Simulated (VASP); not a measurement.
Input:

```
CELL_PARAMETERS angstrom
      0.00000     3.74782     3.74782
      3.74782     0.00000     3.74782
      3.74782     3.74782     0.00000
ATOMIC_POSITIONS crystal
  K  0.25000 0.25000 0.25000
  K  0.75000 0.75000 0.75000
  S  0.00000 0.00000 0.00000
```

All values below come from vdW-DF2, VASP's PBE PAW potentials (set 64) (plane waves; VASP 6.6.1). Numerical set-up: 520 eV cut-off, Gaussian smearing of 0.050 eV, potentials K_sv S.

Problem. Give the energies of bands 10 to 15 at the high-symmetry points, in eV from the valence-band maximum.

Solution. 
```tsv
band	Γ	X	U	L	W
10	-0.17	-0.74	-0.55	-0.64	-0.38
11	-0.17	0.00	-0.21	-0.05	-0.38
12	-0.17	0.00	-0.01	-0.05	-0.02
13	1.98	3.21	3.43	4.35	3.42
14	5.30	5.04	5.16	4.59	5.45
15	5.30	6.10	5.89	5.53	5.45
```

The gap is indirect, 1.98 eV, from the valence maximum at X to the conduction minimum at Γ.

The compound is K2S in the antifluorite structure. It was relaxed first.
